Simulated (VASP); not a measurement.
Level of theory: PBE GGA with D3 dispersion (zero damping), VASP's PBE PAW potentials (set 64) (plane waves; VASP).

The input files of a VASP run:

### POSCAR
```
BN
1.0
  1.2991255186  -2.2501516279   0.0000000000
  1.2991255186   2.2501516279   0.0000000000
  0.0000000000   0.0000000000   4.2961482862
B N
2 2
Cart
  1.2991255186  -0.7500520427   2.1488487532
  1.2991255186   0.7500520427   0.0007746101
  1.2991255186  -0.7500520427   3.7583551403
  1.2991255186   0.7500520427   1.6102809972
```

INCAR:
```
ALGO  =  Normal
EDIFF  =  1E-7
EDIFFG  =  -0.01
ENCUT  =  520
GGA  =  PE
IBRION  =  2
ISIF  =  4
ISMEAR  =  0
IVDW  =  11
LASPH  =  T
LCHARG  =  F
LREAL  =  F
LWAVE  =  F
NELM  =  100
NSW  =  30
PREC  =  Accurate
SIGMA  =  0.05
SYSTEM  =  BN
```

KPOINTS:
```
Automatic
0
Gamma
  10 10 5
```

POTCAR, in this order: B N (PBE.64 set). Program: vasp_std.

Output

File OSZICAR:
```
       N       E                     dE             d eps       ncg     rms          rms(c)
DAV:   1     0.503440659113E+02    0.50344E+02   -0.88062E+03  1016   0.130E+03
DAV:   2    -0.339818822394E+02   -0.84326E+02   -0.78821E+02  1464   0.268E+02
DAV:   3    -0.365162979541E+02   -0.25344E+01   -0.25269E+01  1340   0.473E+01
DAV:   4    -0.365311455680E+02   -0.14848E-01   -0.14839E-01  1276   0.385E+00
DAV:   5    -0.365313329859E+02   -0.18742E-03   -0.18739E-03  1312   0.405E-01    0.903E+00
DAV:   6    -0.348981578616E+02    0.16332E+01   -0.48535E+00  1284   0.179E+01    0.427E+00
DAV:   7    -0.347927767801E+02    0.10538E+00   -0.19183E-01  1176   0.431E+00    0.261E+00
DAV:   8    -0.347673329164E+02    0.25444E-01   -0.69360E-02  1132   0.242E+00    0.222E-01
DAV:   9    -0.347664379498E+02    0.89497E-03   -0.22020E-03  1308   0.483E-01    0.111E-01
DAV:  10    -0.347666895292E+02   -0.25158E-03   -0.45715E-04  1164   0.205E-01    0.281E-02
DAV:  11    -0.347666953498E+02   -0.58206E-05   -0.82956E-05  1280   0.780E-02    0.131E-02
DAV:  12    -0.347666962581E+02   -0.90830E-06   -0.10958E-05  1240   0.324E-02    0.233E-03
DAV:  13    -0.347666964382E+02   -0.18006E-06   -0.28808E-07  1212   0.597E-03    0.621E-04
DAV:  14    -0.347666964446E+02   -0.63978E-08   -0.11107E-08   728   0.127E-03
   1 F= -.35287257E+02 E0= -.35287257E+02  d E =-.352873E+02
       N       E                     dE             d eps       ncg     rms          rms(c)
DAV:   1    -0.347666449361E+02    0.51502E-04   -0.28633E-02  1124   0.161E+00    0.302E-02
DAV:   2    -0.347666786665E+02   -0.33730E-04   -0.39647E-04  1276   0.189E-01    0.184E-02
DAV:   3    -0.347666742096E+02    0.44569E-05   -0.59045E-06  1260   0.275E-02    0.799E-03
DAV:   4    -0.347666739135E+02    0.29605E-06   -0.38347E-06  1320   0.192E-02    0.196E-03
DAV:   5    -0.347666739186E+02   -0.50371E-08   -0.62804E-07  1196   0.844E-03
   2 F= -.35287262E+02 E0= -.35287262E+02  d E =-.517571E-05
       N       E                     dE             d eps       ncg     rms          rms(c)
DAV:   1    -0.347667412152E+02   -0.67302E-04   -0.68605E-03  1120   0.790E-01    0.146E-02
DAV:   2    -0.347667493521E+02   -0.81369E-05   -0.95264E-05  1284   0.926E-02    0.909E-03
DAV:   3    -0.347667482001E+02    0.11521E-05   -0.14058E-06  1240   0.134E-02    0.400E-03
DAV:   4    -0.347667480801E+02    0.11993E-06   -0.93449E-07  1324   0.949E-03    0.956E-04
DAV:   5    -0.347667480803E+02   -0.21373E-09   -0.14641E-07   604   0.419E-03
   3 F= -.35287322E+02 E0= -.35287322E+02  d E =-.658207E-04
```

OUTCAR:
```
------------------------ aborting loop because EDIFF is reached ----------------------------------------
 Edisp (eV)   -0.52057
  FORCE on cell =-STRESS in cart. coord.  units (eV):
  Direction    XX          YY          ZZ          XY          YZ          ZX
  --------------------------------------------------------------------------------------
  Total      -3.11894    -3.11894    -3.11480     0.00000    -0.00000     0.00000
  in kB    -198.95091  -198.95095  -198.68632     0.00000    -0.00000     0.00000
  external pressure =     -198.86 kB  Pullay stress =        0.00 kB
  volume of cell :       25.12
      direct lattice vectors                 reciprocal lattice vectors
     1.299206767 -2.250292346 -0.000000000     0.384850212 -0.222193352  0.000000000
     1.299206767  2.250292346  0.000000000     0.384850212  0.222193352 -0.000000000
     0.000000000  0.000000000  4.295610981     0.000000000 -0.000000000  0.232795755
  FREE ENERGIE OF THE ION-ELECTRON SYSTEM (eV)
  ---------------------------------------------------
  free  energy   TOTEN  =       -35.2873224328 eV

  energy  without entropy=      -35.2873224328  energy(sigma->0) =      -35.28732243

 reached required accuracy - stopping structural energy minimisation
```
(Selected blocks of OUTCAR.)

**CONTCAR**
```
BN
   1.00000000000000
     1.2992067673726040   -2.2502923463215687   -0.0000000000000000
     1.2992067673726040    2.2502923463215687    0.0000000000000000
     0.0000000000000000    0.0000000000000000    4.2956109811124108
  B               N
     2     2
Direct
     0.6666669999999968    0.3333330000000032    0.4999734257939675
     0.3333330000000032    0.6666669999999968    0.9999734257939675
     0.6666669999999968    0.3333330000000032    0.8750265742060325
     0.3333330000000032    0.6666669999999968    0.3750265742060325
```

The compound is BN in the wurtzite structure, a metastable high-pressure form. This cell is one point of a volume scan, at 1.06 of the reference volume. Symmetry was kept, so distortions that lower it aren't found.
